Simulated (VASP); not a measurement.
Output of a VASP run:

### OSZICAR
```
...
DAV:   4    -0.166299741476E+01   -0.41663E-03   -0.47751E-04   464   0.271E-01    0.320E-02
DAV:   5    -0.166303011700E+01   -0.32702E-04   -0.40038E-04   464   0.267E-01    0.166E-02
DAV:   6    -0.165517455139E+01    0.78556E-02   -0.15918E-02   464   0.139E+00    0.173E-02
DAV:   7    -0.165496301574E+01    0.21154E-03   -0.20289E-04   704   0.764E-02    0.177E-02
DAV:   8    -0.166175466365E+01   -0.67916E-02   -0.11572E-02   464   0.103E+00    0.160E-02
DAV:   9    -0.166292836092E+01   -0.11737E-02   -0.66289E-04   520   0.357E-01    0.974E-03
DAV:  10    -0.166305024885E+01   -0.12189E-03   -0.12172E-04   464   0.130E-01    0.594E-03
DAV:  11    -0.166304730339E+01    0.29455E-05   -0.17490E-05   568   0.482E-02    0.542E-03
DAV:  12    -0.166304670167E+01    0.60172E-06   -0.90496E-07   632   0.709E-03
   2 F= -.16630467E+01 E0= -.16626104E+01  d E =-.511903E-03
       N       E                     dE             d eps       ncg     rms          rms(c)
DAV:   1    -0.166424017584E+01   -0.11929E-02   -0.84495E-02   536   0.233E+00    0.262E-01
DAV:   2    -0.166347688720E+01    0.76329E-03   -0.10134E-02   464   0.103E+00    0.139E-01
DAV:   3    -0.166298862136E+01    0.48827E-03   -0.51698E-03   680   0.477E-01    0.349E-02
DAV:   4    -0.166335486917E+01   -0.36625E-03   -0.32334E-04   464   0.224E-01    0.258E-02
DAV:   5    -0.166337221592E+01   -0.17347E-04   -0.30677E-04   464   0.230E-01    0.146E-02
DAV:   6    -0.166089532037E+01    0.24769E-02   -0.27561E-03   464   0.617E-01    0.855E-03
DAV:   7    -0.166331393811E+01   -0.24186E-02   -0.27450E-03   464   0.603E-01    0.107E-02
DAV:   8    -0.166335951357E+01   -0.45575E-04   -0.46113E-05   480   0.692E-02    0.656E-03
DAV:   9    -0.166335402450E+01    0.54891E-05   -0.38357E-06   480   0.240E-02    0.578E-03
DAV:  10    -0.166340213303E+01   -0.48109E-04   -0.40932E-05   464   0.944E-02    0.201E-03
DAV:  11    -0.166336513153E+01    0.37001E-04   -0.30105E-05   464   0.779E-02    0.125E-03
DAV:  12    -0.166336680947E+01   -0.16779E-05   -0.50350E-06   464   0.275E-02    0.950E-04
DAV:  13    -0.166336518787E+01    0.16216E-05   -0.25948E-06   464   0.204E-02    0.255E-04
DAV:  14    -0.166336503467E+01    0.15321E-06   -0.12980E-07   424   0.451E-03
   3 F= -.16633650E+01 E0= -.16629310E+01  d E =-.830236E-03
       N       E                     dE             d eps       ncg     rms          rms(c)
DAV:   1    -0.166744915154E+01   -0.40840E-02   -0.33871E-01   568   0.461E+00    0.531E-01
DAV:   2    -0.166342027211E+01    0.40289E-02   -0.41964E-02   464   0.208E+00    0.279E-01
DAV:   3    -0.166258812368E+01    0.83215E-03   -0.24079E-02   664   0.105E+00    0.803E-02
DAV:   4    -0.166266120377E+01   -0.73080E-04   -0.31451E-03   464   0.596E-01    0.595E-02
DAV:   5    -0.166342881702E+01   -0.76761E-03   -0.24865E-03   464   0.601E-01    0.333E-02
DAV:   6    -0.165566308021E+01    0.77657E-02   -0.87781E-03   464   0.121E+00    0.367E-02
DAV:   7    -0.166317307674E+01   -0.75100E-02   -0.89660E-03   464   0.127E+00    0.138E-02
DAV:   8    -0.166373758706E+01   -0.56451E-03   -0.79927E-04   464   0.317E-01    0.382E-03
DAV:   9    -0.166366582708E+01    0.71760E-04   -0.78067E-05   464   0.974E-02    0.596E-03
DAV:  10    -0.166364439892E+01    0.21428E-04   -0.27362E-05   480   0.817E-02    0.811E-03
DAV:  11    -0.166370045486E+01   -0.56056E-04   -0.19699E-05   464   0.559E-02    0.287E-03
DAV:  12    -0.166370019816E+01    0.25671E-06   -0.11270E-07   640   0.296E-03
   4 F= -.16637002E+01 E0= -.16632694E+01  d E =-.116540E-02
```

**OUTCAR**
```
------------------------ aborting loop because EDIFF is reached ----------------------------------------
  FORCE on cell =-STRESS in cart. coord.  units (eV):
  Direction    XX          YY          ZZ          XY          YZ          ZX
  --------------------------------------------------------------------------------------
  Total        0.0083749      0.0083749      0.0083749     -0.0000000      0.0000000     -0.0000000
  in kB        0.1439620      0.1439620      0.1439620     -0.0000000      0.0000000     -0.0000000
  external PRESSURE =       0.1439620 kB  Pullay stress =       0.0000000 kB
  volume of cell :       93.21
      direct lattice vectors                 reciprocal lattice vectors
    -2.856230629  2.856230629  2.856230629     0.000000000  0.175055892  0.175055892
     2.856230629 -2.856230629  2.856230629     0.175055892  0.000000000  0.175055892
     2.856230629  2.856230629 -2.856230629     0.175055892  0.175055892  0.000000000
 POSITION                                       TOTAL-FORCE (eV/Angst)
 -----------------------------------------------------------------------------------
     -2.85623      2.85623      2.85623        -0.000000     -0.000000      0.000000
 -----------------------------------------------------------------------------------
    total drift:                               -0.000000     -0.000000      0.000000
  FREE ENERGIE OF THE ION-ELECTRON SYSTEM (eV)
  ---------------------------------------------------
  free  energy   TOTEN  =        -1.6637001982 eV

  energy  without entropy=       -1.6624079457  energy(sigma->0) =       -1.66326945

 reached required accuracy - stopping structural energy minimisation
```
(Selected blocks of OUTCAR.)

POSCAR:
```
Rb
1
   -2.8250000000     2.8250000000     2.8250000000
    2.8250000000    -2.8250000000     2.8250000000
    2.8250000000     2.8250000000    -2.8250000000
Rb
1
Direct
  0.0000000000   0.0000000000   0.0000000000
```

Problem. Reconstruct the remaining input files.

Solution. One answer among several that fit: the input of the run itself, MS2 meta-GGA, plane waves, VASP's PBE PAW potentials (set 64).

### INCAR
```
# general
SYSTEM =Rb
PREC   =Accurate
ENCUT  =520
LREAL  =.FALSE.   # projection in real space or not
LASPH  =.TRUE.   # aspherical one-centre terms

# electronic loop
EDIFF  =1E-6   # SCF stop (eV)
NELM   =100
ALGO   =Normal   # blocked Davidson
LMAXMIX=4
LMIXTAU=.TRUE.

# smearing
ISMEAR =1   # Methfessel-Paxton
SIGMA  =0.1

# functional
METAGGA=MS2

# ions
IBRION =2   # conjugate gradients
NSW    =60
ISIF   =3
EDIFFG =-0.01

# output
LWAVE  =.FALSE.
LCHARG =.FALSE.
```

### KPOINTS
```
kpoints
0
G
 8 8 8
```

POTCAR, in this order: Rb_sv (PBE.64 set). Program: vasp_std.

Energy and stress use the plane-wave basis of the starting cell.

The compound is Rb in the bcc structure. This run relaxes it. Symmetry was kept, so distortions that lower it aren't found.
